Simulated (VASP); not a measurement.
Band gaps of HfS$_{2}$ (1T layered) from VASP (PAW), without and with spin-orbit coupling. Semilocal levels are at their own relaxed cell, hybrids and mBJ at PBE's; 0.00 means no gap at that level.   Without a dispersion term in the relaxation, distances and binding between the weakly bound layers, chains or molecules are unreliable, and so is what depends on them. Unless said otherwise, spin-orbit coupling is left out, though it shifts the bands of the heavy elements here.

The cell of the PBE run:

```
HfS2
1.0
    1.82424    -3.15968     0.00000
    1.82424     3.15968     0.00000
    0.00000     0.00000     6.55704
Hf S
1 2
Direct
  0.00000   0.00000   0.00000
  0.33333   0.66667   0.21993
  0.66667   0.33333   0.78007
```

| level | gap without SOC (eV) | gap with SOC (eV) | shift (eV) |
|---|---|---|---|
| PBE | 1.25 | … | … |

Task: Some entries are withheld; supply them.

Result: 
- PBE, gap with SOC (eV): 1.17
- PBE, shift (eV): -0.08

Only levels that ran to the end are used. Left out are those held back, those with too coarse a band path, GW runs whose mesh misses a band edge, hybrids' fits of cells that aren't cubic and levels without matching references; a question may draw on a part of the rest.

The compound is HfS2 in the 1T layered structure. It was relaxed first, which changed the volume by +13 %. Symmetry was kept, so distortions that lower it aren't found.
